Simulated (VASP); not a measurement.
Computed with PBEsol GGA, VASP's PBE PAW potentials (set 64) (plane waves; VASP).

VASP input:

KPOINTS_OPT:
```
k-points along high-symmetry lines
8
Line-mode
Reciprocal
  0.000000   0.000000   0.000000 ! GAMMA
  0.500000   0.500000   0.500000 ! T

  0.500000   0.500000   0.500000 ! T
  0.518538   0.481462   0.500000 ! H_2

  0.500000  -0.481462   0.481462 ! H_0
  0.500000   0.000000   0.000000 ! L

  0.500000   0.000000   0.000000 ! L
  0.000000   0.000000   0.000000 ! GAMMA

  0.000000   0.000000   0.000000 ! GAMMA
  0.490731  -0.490731   0.000000 ! S_0

  0.509269   0.000000   0.490731 ! S_2
  0.500000   0.000000   0.500000 ! F

  0.500000   0.000000   0.500000 ! F
  0.000000   0.000000   0.000000 ! GAMMA
```

KPOINTS:
```
Automatic mesh
0
gamma
  3 3 3
0 0 0
```

### INCAR
```
SYSTEM  =  CsGeBr3
PREC  =  Accurate; ENCUT  =  300; LREAL  =  F
LASPH  =  T
EDIFF  =  1E-6; NELM  =  100; ALGO  =  Normal
LMAXMIX  =  4
ISMEAR  =  -1; SIGMA  =  0.05
GGA  =  PS
ISIF  =  2
LWAVE  =  F; LCHARG  =  F
```

POSCAR:
```
CsGeBr3
1
    3.9692850000     2.2916680000     3.3349700000
   -3.9692850000     2.2916680000     3.3349700000
    0.0000000000    -4.5833360000     3.3349700000
Cs Ge Br
1 1 3
Direct
  0.0013000000   0.0013000000   0.0013000000
  0.4770800000   0.4770800000   0.4770800000
  0.0286600000   0.5054650000   0.5054650000
  0.5054650000   0.0286600000   0.5054650000
  0.5054650000   0.5054650000   0.0286600000
```

POTCAR, in this order: Cs_sv Ge_d Br (PBE.64 set). Program: vasp_std.

### Question
What will the output report for the number of irreducible k-points (NKPTS), largest plane-wave count, number of space-group operations, FFT grid (NGX, NGY, NGZ)?

### Answer

| Quantity | Value |
|---|---|
| number of irreducible k-points (NKPTS) | 6 |
| largest plane-wave count | 2153 |
| number of space-group operations | 6 |
| FFT grid (NGX, NGY, NGZ) | 32 × 32 × 32 |

The structure comes from a computed database's CsGeBr3 entry (R3m); how it stands against other phases isn't given here. The cell was not relaxed at this level.
